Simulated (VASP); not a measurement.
```
CELL_PARAMETERS angstrom
      2.62297     1.51437     4.86437
     -2.62297     1.51437     4.86437
      0.00000    -3.02875     4.86437
ATOMIC_POSITIONS crystal
  F  0.23850 0.61850 0.92850
  F  0.92850 0.23850 0.61850
  F  0.61850 0.92850 0.23850
  F  0.76150 0.38150 0.07150
  F  0.07150 0.76150 0.38150
  F  0.38150 0.07150 0.76150
  Cr 0.00000 0.00000 0.00000
  Hg 0.50000 0.50000 0.50000
```
Starting moments (μB, in the order of the record's atoms F F F F F F Cr Hg): 0.0 0.0 0.0 0.0 0.0 0.0 3.0 0.0.

Computed with PBEsol GGA, VASP's PBE PAW potentials (set 64) (plane waves; VASP). Run with 400 eV cut-off, 3×3×3 Γ-centred mesh, Gaussian smearing of 0.10 eV, potentials F Cr_pv Hg.

At this cut-off the stress carries a Pulay error, which pulls relaxed volumes low. The moments were started parallel, and other spin orders were not tried in this run. Unless said otherwise, spin-orbit coupling is left out, though it shifts the bands of the heavy elements here.

Q: Estimate the cell moment, energy per atom (σ→0), pressure, largest force, band gap (on the k-mesh) with the smallest direct gap where there is one.

A: 
The band gap (on the k-mesh) is none (metal, semimetal or under 0.01 eV) and the cell moment comes out as 2.00 μB. The energy per atom (σ→0) comes out as -4.776 eV/atom and the pressure comes out as -18.63 GPa. The largest force comes out as 1.688 eV/Å.

Q: Give the moment on each site (PAW-sphere projection).

A: 
```
site  moment (μB)
----  -----------
F1          -0.02
F2          -0.02
F3          -0.02
F4          -0.02
F5          -0.02
F6          -0.02
Cr7          2.05
Hg8         -0.01
```

Only differences to runs with the same potentials and settings are physical.

The structure comes from a measured CrHgF6 entry of the Crystallography Open Database, whose conditions weren't checked. The cell was not relaxed at this level. The k-mesh is coarse (spacing up to 0.48 per Å, 2π included), so the numbers may not be converged in it.
